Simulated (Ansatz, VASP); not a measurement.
# ScPd: VASP beside Ansatz

File INCAR:

```
SYSTEM = ScPd
PREC = Accurate
ENCUT = 600
EDIFF = 1E-6
ISMEAR = 0
SIGMA = 0.1
LREAL = .FALSE.
LASPH = .TRUE.
NELM = 100
ALGO = Normal
ISIF = 3
LWAVE = .FALSE.
LCHARG = .FALSE.
GGA = CA
IBRION = 2
NSW = 100
EDIFFG = -0.005
```

KPOINTS

```
regular mesh
0
G
  12 12 12
  0 0 0
```

File POSCAR:

```
ScPd
1.0
    3.2830000000      0.0000000000      0.0000000000
    0.0000000000      3.2830000000      0.0000000000
    0.0000000000      0.0000000000      3.2830000000
Sc Pd
1 1
Direct
    0.5000000000      0.5000000000      0.5000000000
    0.0000000000      0.0000000000      0.0000000000
```

Input for Ansatz:

```yaml
crystal:
  lattice:
    - [3.283, 0.0, 0.0]
    - [0.0, 3.283, 0.0]
    - [0.0, 0.0, 3.283]
  atoms:
    - { symbol: Sc, position: [0.5, 0.5, 0.5] }
    - { symbol: Pd, position: [0.0, 0.0, 0.0] }
basis:
  ecutwfc: 420
kpoints:
  mp_grid: { grid: [12, 12, 12] }
hamiltonian:
  xc: lda
scf:
  occupations: { method: gaussian, width: 0.1 }
output:
  forces: true
  stress: true
  eigenvalues: true
  write_density: true
  write_potential: true
  elf: true
  volumetric_format: npy
relax:
  adjacent_minimum: "off"
  f_tol: 0.005
  max_steps: 80
  cell: { stress_tol: 0.05 }
```

Alike in both runs: task relaxation of cell and atoms; functional LDA; k mesh 12 × 12 × 12; occupations gaussian, width 0.1 eV; no spin polarisation.

|  | VASP | Ansatz |
| --- | --- | --- |
| version | VASP 6.6.1 | Ansatz 0.2.0 |
| potentials or method | VASP PAW LDA potentials, release 64 (Sc_sv, Pd) | scalar-relativistic, plane waves, PAW |
| plane-wave cutoff (eV) | 600 | 420 |
| valence electrons in the cell | 21 | 29 |

```csv
,VASP,Ansatz,Ansatz less VASP
"gap on the k mesh at the Fermi level, each at its own relaxed structure (eV)",none,none,-
relaxed volume (Å³/atom),16.94,16.87,-0.073
relaxed cell length with the largest relative difference (Å),3.236,3.231,-0.0047
energy change over the relaxation (meV/atom),-13,-16,-2.4
```

A gap of «none» marks a metal or a gap that the smearing closes. The two sets of potentials don't hold the same shells in valence.

LDA usually gives volumes a few per cent too small. Zero-point motion and thermal expansion aren't in these numbers.
